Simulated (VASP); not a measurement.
Computed with MS2 meta-GGA, VASP's PBE PAW potentials (set 64) (plane waves; VASP).

Input for VASP

File POSCAR:
```
GaP
1
    0.0000000000     2.7441822947     2.7441822947
    2.7441822947     0.0000000000     2.7441822947
    2.7441822947     2.7441822947     0.0000000000
Ga P
1 1
Direct
  0.0000000000   0.0000000000   0.0000000000
  0.2500000000   0.2500000000   0.2500000000
```

KPOINTS:
```
kpoints
0
gamma
 8 8 8
0 0 0
```

### INCAR
```
! general
SYSTEM   =  GaP
PREC     =  Accurate
ENCUT    =  520
LREAL    =  .FALSE.   ! projection in real space or not
LASPH    =  .TRUE.

! electronic loop
EDIFF    =  1E-7   ! SCF stop (eV)
NELM     =  100   ! most electronic steps
ALGO     =  Normal   ! blocked Davidson
LMAXMIX  =  4
LMIXTAU  =  .TRUE.

! smearing
ISMEAR   =  0
SIGMA    =  0.05

! functional
METAGGA  =  MS2

! ions
ISIF     =  2   ! forces and stress, cell fixed

! output
LWAVE    =  .FALSE.
LCHARG   =  .FALSE.
```

POTCAR, in this order: Ga_d P (PBE.64 set). Program: vasp_std.

**Question.** What does the run give for the energy per atom (σ→0), pressure, band gap (on the k-mesh)?

**Answer.** 
- energy per atom (σ→0): -7.490 eV/atom
- band gap (on the k-mesh): 1.96 eV
- pressure: -2.42 GPa

OSZICAR:
```
...
DAV:  18    -0.149792303444E+02   -0.99556E-05   -0.31679E-06   789   0.280E-02    0.185E-03
DAV:  19    -0.149792322772E+02   -0.19328E-05   -0.15038E-07   807   0.615E-03    0.803E-04
DAV:  20    -0.149792376930E+02   -0.54158E-05   -0.15544E-07   593   0.834E-03    0.485E-04
DAV:  21    -0.149792382111E+02   -0.51809E-06   -0.56848E-08   527   0.306E-03    0.227E-04
DAV:  22    -0.149792376188E+02    0.59231E-06   -0.95426E-09   397   0.132E-03    0.127E-04
DAV:  23    -0.149792377269E+02   -0.10818E-06   -0.21598E-09   382   0.664E-04    0.252E-05
DAV:  24    -0.149792377230E+02    0.38863E-08   -0.70040E-10   392   0.352E-04
   1 F= -.14979238E+02 E0= -.14979238E+02  d E =-.179177E-14
```

The compound is GaP in the zinc blende structure. This cell is one point of a volume scan, at 1.03 of the reference volume.
